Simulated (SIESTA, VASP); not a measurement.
A VASP calculation is set up with these files.

File POSCAR:
```
SrO
1
    0.0000000000     2.5800000000     2.5800000000
    2.5800000000     0.0000000000     2.5800000000
    2.5800000000     2.5800000000     0.0000000000
Sr O
1 1
Direct
  0.0000000000   0.0000000000   0.0000000000
  0.5000000000   0.5000000000   0.5000000000
```

KPOINTS:
```
Automatic mesh
0
Gamma
8 8 8
0 0 0
```

### INCAR
```
LCHARG = .FALSE.
LWAVE = .FALSE.
ENCUT = 400
LMAXMIX = 4   # l cut-off of mixed one-centre charges
ISMEAR = -1
ALGO = Normal   # blocked Davidson
NELM = 100
LREAL = .FALSE.   # projection in real space or not
ISIF = 2   # forces and stress, cell fixed
LASPH = .TRUE.   # aspherical one-centre terms
SYSTEM = SrO
EDIFF = 1E-6   # SCF stop (eV)
PREC = Accurate
SIGMA = 0.05   # width (eV)
```

POTCAR, in this order: Sr_sv O (LDA.64 set). Program: vasp_std.

Problem. Write an input for SIESTA that does the same calculation.

Solution. One input that does it (LDA PW92, numerical atomic orbitals DZP, PseudoDojo LDA standard norm-conserving potentials (rewritten from UPF to PSML)):
```
# files in the folder: Sr.psml O.psml (PseudoDojo LDA standard)
SystemName  SrO
SystemLabel sro

NumberOfAtoms                2
NumberOfSpecies              2
%block ChemicalSpeciesLabel
  1 38 Sr
  2 8 O
%endblock ChemicalSpeciesLabel
LatticeConstant              1.0 Ang
%block LatticeVectors
     0.000000000    2.580000000    2.580000000
     2.580000000    0.000000000    2.580000000
     2.580000000    2.580000000    0.000000000
%endblock LatticeVectors
AtomicCoordinatesFormat      Ang
%block AtomicCoordinatesAndAtomicSpecies
     0.000000000    0.000000000    0.000000000  1
     2.580000000    2.580000000    2.580000000  2
%endblock AtomicCoordinatesAndAtomicSpecies

XC.functional                LDA
XC.authors                   PW92
PAO.BasisSize                DZP
PAO.EnergyShift              0.005 Ry
MeshCutoff                   350 Ry
%block kgrid.MonkhorstPack
    8   0   0  0.0
    0   8   0  0.0
    0   0   8  0.0
%endblock kgrid.MonkhorstPack
OccupationFunction           FD
ElectronicTemperature        50.0 meV

MaxSCFIterations             150
SCF.Mixer.Method             Pulay
SCF.Mixer.Weight             0.1
SCF.Mixer.History            8
SCF.DM.Tolerance             1.0E-05
Diag.ParallelOverK           true
WriteForces                  true
```
Both are inputs of real runs that ended normally. What can't carry over is the choice of potentials or basis and its cut-off, and each code's defaults.

VASP's LDA is the Perdew-Zunger fit; the other code's may be Perdew-Wang, which differs slightly.

The structure is a typed SrO crystal (Fm-3m). The cell was not relaxed at this level, and it may have been scaled.
